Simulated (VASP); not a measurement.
The input files of a VASP run:

File KPOINTS:
```
Automatic mesh
0
Gamma
9 9 6
0 0 0
```

INCAR:
```
SYSTEM = NiSb
PREC = Accurate
ENCUT = 520
EDIFF = 1E-7
NELM = 100
ALGO = Normal
LREAL = .FALSE.
LASPH = .TRUE.
ISMEAR = 1
SIGMA = 0.1
GGA = PE
IVDW = 11
LMAXMIX = 4
LWAVE = .FALSE.
LCHARG = .FALSE.
ISIF = 4
IBRION = 2
NSW = 30
EDIFFG = -0.01
```

File POSCAR:
```
NiSb
1
    2.0055149043    -3.4736538764     0.0000000000
    2.0055149043     3.4736538764     0.0000000000
    0.0000000000     0.0000000000     5.1925565172
Ni Sb
2 2
Direct
  0.0000000000   1.0000000000   0.5000000000
  0.0000000000   1.0000000000   0.0000000000
  0.3333330000   0.6666670000   0.2500000000
  0.6666670000   0.3333330000   0.7500000000
```

POTCAR, in this order: Ni Sb (PBE.64 set). Program: vasp_std.

Question: Translate this PBE-D3 (zero damping) calculation to Quantum ESPRESSO's pw.x.

Answer: One equivalent input (not run):
```
&CONTROL
  calculation = 'vc-relax'
  pseudo_dir = './pseudo'
  outdir = './out'
  tprnfor = .true.
  tstress = .true.
  nstep = 30
  forc_conv_thr = 0.00039
/
&SYSTEM
  ibrav = 0
  nat = 4
  ntyp = 2
  ecutwfc = 98
  occupations = 'smearing'
  smearing = 'methfessel-paxton'
  degauss = 0.00735
  input_dft = 'pbe'
  vdw_corr = 'grimme-d3'
  dftd3_version = 3
  dftd3_threebody = .false.
/
&ELECTRONS
  conv_thr = 7.3e-09
  electron_maxstep = 100
/
&IONS
/
&CELL
  cell_dofree = 'shape'
/
ATOMIC_SPECIES
  Ni 58.693 Ni.upf
  Sb 121.760 Sb.upf
CELL_PARAMETERS angstrom
     2.0055149   -3.4736539    0.0000000
     2.0055149    3.4736539    0.0000000
     0.0000000    0.0000000    5.1925565
ATOMIC_POSITIONS crystal
  Ni   0.0000000  1.0000000  0.5000000
  Ni   0.0000000  1.0000000  0.0000000
  Sb   0.3333330  0.6666670  0.2500000
  Sb   0.6666670  0.3333330  0.7500000
K_POINTS automatic
  9 9 6 0 0 0
```
The two are equivalent in intent, not identical: the potentials are each code's own (VASP's PAW set, PseudoDojo norm-conserving files in pw.x), so ENCUT and ecutwfc are chosen apart and not converted; conv_thr bounds pw.x's estimated SCF error, while EDIFF bounds the energy change between steps; forc_conv_thr acts on force components and is met together with etot_conv_thr.

The compound is NiSb in the NiAs type structure. This cell is one point of a volume scan, at 1.06 of the reference volume.
